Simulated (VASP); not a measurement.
```
ZrP
1.0
    4.43940     0.00000     0.00000
   -2.21970     3.84464     0.00000
    0.00000     0.00000     5.12677
Zr P
2 2
Direct
  0.33333   0.66667   0.93745
  0.66667   0.33333   0.43745
  0.33333   0.66667   0.43755
  0.66667   0.33333   0.93755
```

Computed with PBEsol GGA, VASP's PBE PAW potentials (set 64) (plane waves; VASP 6.6.1). Settings: 400 eV cut-off, 9×9×7 Γ-centred mesh, tetrahedra with Blöchl corrections, potentials Zr_sv P.

The cores are frozen, which limits the accuracy of field gradients.

Problem. Give the principal components of the electric field gradient (V/Å²) and the asymmetry η at each nucleus.

Solution. 
| atom | Vxx | Vyy | Vzz | η |
|---|---|---|---|---|
| Zr1 | 37.1 | 37.1 | -74.1 | 0.00 |
| Zr2 | 37.1 | 37.1 | -74.1 | 0.00 |
| P3 | -2.0 | -2.0 | 4.0 | 0.00 |
| P4 | -2.0 | -2.0 | 4.0 | 0.00 |

The structure was generated: ZrP was put into the wurtzite type (P6_3mc), which need not be its known phase. It was relaxed first, which changed the volume by -37 %. The relaxed cell has space group P6_3/mmc.
